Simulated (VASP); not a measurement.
Calculation: PBE GGA with D3 dispersion (Becke-Johnson damping), VASP's PBE PAW potentials (set 64) (plane waves; VASP).

The input files of a VASP run:

File POSCAR:
```
SrTiO3
1
    3.9147562609     0.0000000000     0.0000000000
    0.0000000000     3.9147562609     0.0000000000
   -0.0000000000     0.0000000000     3.9147562609
Sr Ti O
1 1 3
Direct
  0.0000000000   0.0000000000   0.0000000000
  0.5000000000   0.5000000000   0.5000000000
  0.5000000000   0.0000000000   0.5000000000
  0.0000000000   0.5000000000   0.5000000000
  0.5000000000   0.5000000000   0.0000000000
```

### INCAR
```
! general
SYSTEM   =  SrTiO3
PREC     =  Accurate
ENCUT    =  520
LREAL    =  F
LASPH    =  T   ! aspherical one-centre terms

! electronic loop
EDIFF    =  1E-7   ! SCF stop (eV)
NELM     =  100
ALGO     =  Normal
LMAXMIX  =  4   ! l cut-off of mixed one-centre charges

! smearing
ISMEAR   =  -5   ! tetrahedra, Bloechl

! functional
GGA      =  PE
IVDW     =  12   ! D3, Becke-Johnson

! ions
ISIF     =  2   ! forces and stress, cell fixed

! output
LWAVE    =  F
LCHARG   =  T
LORBIT   =  11   ! lm-projected
NEDOS    =  601   ! DOS grid

! other
LEFG     =  T
```

File KPOINTS:
```
Automatic mesh
0
Gamma
6 6 6
0 0 0
```

POTCAR, in this order: Sr_sv Ti_sv O (PBE.64 set). Program: vasp_std.

Q: What does the run give for the energy per atom (σ→0), dispersion energy, band gap (on the k-mesh)?

A: 
| Property | Value |
|---|---|
| energy per atom (σ→0) | -8281 meV/atom |
| dispersion energy | -30.38 kcal/mol |
| band gap (on the k-mesh) | 1.84 eV |

OSZICAR:
```
...
DAV:  12    -0.400884394891E+02    0.20373E-03   -0.26358E-03  1104   0.557E-01    0.865E-02
DAV:  13    -0.400884063773E+02    0.33112E-04   -0.45067E-04  1440   0.197E-01    0.443E-02
DAV:  14    -0.400884143130E+02   -0.79356E-05   -0.65049E-05  1272   0.578E-02    0.172E-02
DAV:  15    -0.400884123054E+02    0.20076E-05   -0.12671E-05  1400   0.373E-02    0.657E-03
DAV:  16    -0.400884127354E+02   -0.43002E-06   -0.21492E-06  1280   0.118E-02    0.484E-03
DAV:  17    -0.400884125246E+02    0.21086E-06   -0.86812E-07  1208   0.124E-02    0.108E-03
DAV:  18    -0.400884124765E+02    0.48032E-07   -0.72242E-08   616   0.229E-03
   1 F= -.41405760E+02 E0= -.41405760E+02  d E =0.000000E+00
```

The compound is SrTiO3 in the cubic perovskite structure, the ideal cubic form; the compound distorts at low or room temperature. It was relaxed first.
